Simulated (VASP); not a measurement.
```
CELL_PARAMETERS angstrom
      2.80000     0.00000     0.00000
      0.00000     2.80000     0.00000
      0.00000     0.00000     3.67000
ATOMIC_POSITIONS crystal
  Cu 0.00000 0.00000 0.00000
  Au 0.50000 0.50000 0.50000
```

The numbers are results of PBE GGA, VASP's PBE PAW potentials (set 64) (plane waves; VASP), not measurements. Numerical set-up: 400 eV cut-off, 9×9×7 Γ-centred mesh, first-order Methfessel-Paxton smearing of 0.10 eV, potentials Cu Au.

Gaps are read on the run's mesh, which can miss a band edge. Unless said otherwise, spin-orbit coupling is left out, though it shifts the bands of the heavy elements here.

**Question.** Predict the energy per atom (σ→0), pressure, band gap (on the k-mesh) with the smallest direct gap where there is one.

**Answer.** 
```
Property                                                    Result
------------------------  ----------------------------------------
band gap (on the k-mesh)  none (metal, semimetal or under 0.01 eV)
energy per atom (σ→0)                               -3.526 eV/atom
pressure                                                  6.09 GPa
```

Total energies compare only between runs with the same potentials, cut-off and functional.

The compound is CuAu in the L1_0 structure. The cell was not relaxed at this level. The run is one of a series of settings (KPOINTS 9×9×7 Γ-centred mesh against the base run), some of them coarse on purpose.
